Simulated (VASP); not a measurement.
Calculation: PBEsol GGA, VASP's PBE PAW potentials (set 64) (plane waves; VASP).

VASP ran on this input.

INCAR:
```
PREC=Accurate
LREAL=.FALSE.
NELM=100
LASPH=.TRUE.   # aspherical one-centre terms
ISIF=3
SYSTEM=CdSe
ISMEAR=0   # Gaussian
ENCUT=500
IBRION=2   # conjugate gradients
EDIFF=1E-6
GGA=PS
SIGMA=0.05
PSTRESS=200   # kbar
ALGO=Normal   # blocked Davidson
LCHARG=.FALSE.
NSW=40   # most ionic steps
EDIFFG=-0.02   # ionic stop
LWAVE=.FALSE.
LMAXMIX=4
```

KPOINTS:
```
Automatic mesh
0
Gamma
8 8 8
0 0 0
```

POSCAR:
```
CdSe
1
    0.0000000000     2.9102711506     2.9102711506
    2.9102711506     0.0000000000     2.9102711506
    2.9102711506     2.9102711506     0.0000000000
Cd Se
1 1
Direct
  0.0000000000   0.0000000000   0.0000000000
  0.2500000000   0.2500000000   0.2500000000
```

POTCAR, in this order: Cd Se (PBE.64 set). Program: vasp_std.

**Question.** What will the output report for the number of irreducible k-points (NKPTS), largest plane-wave count, number of space-group operations, FFT grid (NGX, NGY, NGZ)?

**Answer.** 
| Property | Result |
|---|---|
| number of irreducible k-points (NKPTS) | 29 |
| largest plane-wave count | 1283 |
| number of space-group operations | 24 |
| FFT grid (NGX, NGY, NGZ) | 30 × 30 × 30 |

The structure was generated: CdSe was put into the zinc blende type (F-43m), which need not be its known phase. This run relaxes it under an external pressure of 20 GPa. Symmetry was kept, so distortions that lower it aren't found.
